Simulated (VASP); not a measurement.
An input for Ansatz (written as the equivalent of a VASP run, and not itself run):

Ansatz 0.2 input:
```yaml
crystal:
  lattice:
    - [3.4081106, 0.0000000, 0.0000000]
    - [0.0000000, 3.4081106, 0.0000000]
    - [0.0000000, 0.0000000, 3.4081106]
  atoms:
    - { symbol: Si, position: [0.0000000, 0.0000000, 0.0000000] }
    - { symbol: Ni, position: [0.0000000, 0.5000000, 0.5000000] }
    - { symbol: Ni, position: [0.5000000, 0.0000000, 0.5000000] }
    - { symbol: Ni, position: [0.5000000, 0.5000000, 0.0000000] }
kpoints:
  mp_grid: { grid: [9, 9, 9] }
hamiltonian:
  xc: lda
  pseudopotentials: { kind: paw }
scf:
  occupations: { method: methfessel_paxton, width: 0.1 }
  max_iter: 100
relax:
  max_steps: 40
  f_tol: 0.02
  cell: { p_target: 10 }
output: { forces: true, stress: true, eigenvalues: true }
```

Write the VASP files for the same calculation (LDA).

Several could match; the one computed here: 
KPOINTS:
```
Automatic mesh
0
Gamma
9 9 9
0 0 0
```

INCAR:
```
# general
SYSTEM =Ni3Si
PREC   =Accurate
ENCUT  =500
LREAL  =.FALSE.   # projection in real space or not
LASPH  =.TRUE.

# electronic loop
EDIFF  =1E-6
NELM   =100
ALGO   =Normal   # blocked Davidson
LMAXMIX=4   # l cut-off of mixed one-centre charges

# smearing
ISMEAR =1   # Methfessel-Paxton
SIGMA  =0.1   # width (eV)

# ions
IBRION =2   # conjugate gradients
NSW    =40
ISIF   =3
EDIFFG =-0.02   # ionic stop
PSTRESS=100   # kbar

# output
LWAVE  =.FALSE.
LCHARG =.FALSE.
```

File POSCAR:
```
Ni3Si
1.0
  3.4081105632   0.0000000000   0.0000000000
  0.0000000000   3.4081105632   0.0000000000
  0.0000000000   0.0000000000   3.4081105632
Si Ni
1 3
Cartesian
  0.0000000000   0.0000000000   0.0000000000
  0.0000000000   1.7040552816   1.7040552816
  1.7040552816   0.0000000000   1.7040552816
  1.7040552816   1.7040552816   0.0000000000
```

POTCAR, in this order: Si Ni (LDA.64 set). Program: vasp_std.

Limits of the translation: each code has its own PAW files, so the cut-off isn't converted (ENCUT is set for VASP's; basis.ecutwfc is left out, and Ansatz then takes the one that its files recommend); Ansatz stops its SCF on the density residual and VASP on the energy change (EDIFF); Ansatz's lda is the Perdew-Wang form, while the LDA potentials of VASP carry Perdew-Zunger's.

The compound is Ni3Si in the L1_2 structure. This run relaxes it under an external pressure of 10 GPa. Symmetry was kept, so distortions that lower it aren't found.
